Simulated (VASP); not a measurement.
Crystal: GaAs.

```
Ga As
1.0
     0.00000    2.82685    2.82685
     2.82685    0.00000    2.82685
     2.82685    2.82685    0.00000
Ga As
1 1
Direct
  0.00000 0.00000 0.00000
  0.25000 0.25000 0.25000
```

```yaml
Program: VASP 6.6.1
Task: relaxation of cell and atoms
Functional: PBE
Potentials_or_basis: VASP PAW PBE potentials, release 64 (Ga, As)
Cutoff: 520 eV
k_mesh: 10 × 10 × 10
Occupations: gaussian, width 0.02 eV
Spin: no spin polarisation
```

At the start: pressure 4.0 GPa; volume 22.59 Å³/atom.

How do energy, volume and symmetry change on relaxing?

Over 3 steps the energy falls by 15.8 meV/atom and the volume is 23.91 Å³/atom (+5.8 %); space group F-43m (No. 216, to 0.05 Å).

Step by step:
```tsv
step	energy change (eV)	largest force (eV/Å)	pressure (GPa)	volume (Å³)
1	0.0000	0.0000	4.05	45.18
2	-0.0261	0.0000	-1.40	49.01
3	-0.0315	0.0000	0.00	47.82
```

Final structure:
```cif
data_structure
_symmetry_space_group_name_H-M 'P 1'
_symmetry_Int_Tables_number 1
_cell_length_a 4.0741
_cell_length_b 4.0741
_cell_length_c 4.0741
_cell_angle_alpha 60.000
_cell_angle_beta 60.000
_cell_angle_gamma 60.000
_cell_volume 47.82
loop_
_atom_site_label
_atom_site_type_symbol
_atom_site_fract_x
_atom_site_fract_y
_atom_site_fract_z
_atom_site_occupancy
Ga1 Ga 0.00000 0.00000 0.00000 1
As1 As 0.25000 0.25000 0.25000 1
```
